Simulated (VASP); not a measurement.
Given:

```xyz
3
Lattice="0.0000 2.3000 2.3000 2.3000 0.0000 2.3000 2.3000 2.3000 0.0000" Properties=species:S:1:pos:R:3 pbc="T T T"
Li     1.1500     1.1500     1.1500
Li     3.4500     3.4500     3.4500
O      0.0000     0.0000     0.0000
```

Calculation: TPSS meta-GGA, VASP's PBE PAW potentials (set 64) (plane waves; VASP). Run with 520 eV cut-off, 9×9×9 Γ-centred mesh, tetrahedra with Blöchl corrections, potentials Li_sv O.

Question: Estimate the energy per atom (σ→0), band gap (over mesh and band path) with the smallest direct gap where there is one.

Answer: 
```json
{
  "band gap (over mesh and band path)": "5.00 eV",
  "smallest direct gap (over mesh and band path)": "5.37 eV",
  "energy per atom (σ→0)": "-6.047 eV/atom"
}
```

Only differences to runs with the same potentials and settings are physical.

The compound is Li2O in the antifluorite structure. It was relaxed first.
